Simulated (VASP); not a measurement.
Consider the following.

```
InPd
1.0
    3.26147     0.00000     0.00000
    0.00000     3.26147     0.00000
    0.00000     0.00000     3.26147
In Pd
1 1
Direct
  0.50000   0.50000   0.50000
  0.00000   0.00000   0.00000
```

Level of theory: PBE GGA, VASP's PBE PAW potentials (set 64) (plane waves; VASP). Run with 500 eV cut-off, 11×11×11 Γ-centred mesh, first-order Methfessel-Paxton smearing of 0.10 eV, potentials In_d Pd.

Unless said otherwise, spin-orbit coupling is left out, though it shifts the bands of the heavy elements here.

Question: Estimate the energy per atom (σ→0), pressure, band gap (on the k-mesh) with the smallest direct gap where there is one.

Answer: 
```json
{
 "band gap (on the k-mesh)": "none (metal, semimetal or under 0.01 eV)",
 "energy per atom (σ→0)": "-4364 meV/atom",
 "pressure": "4.97 GPa"
}
```

Only differences to runs with the same potentials and settings are physical.

The compound is PdIn in the CsCl type structure. It was relaxed first under an external pressure of 5 GPa. The electron count is odd and the run is not spin-polarised, which forces a metal.
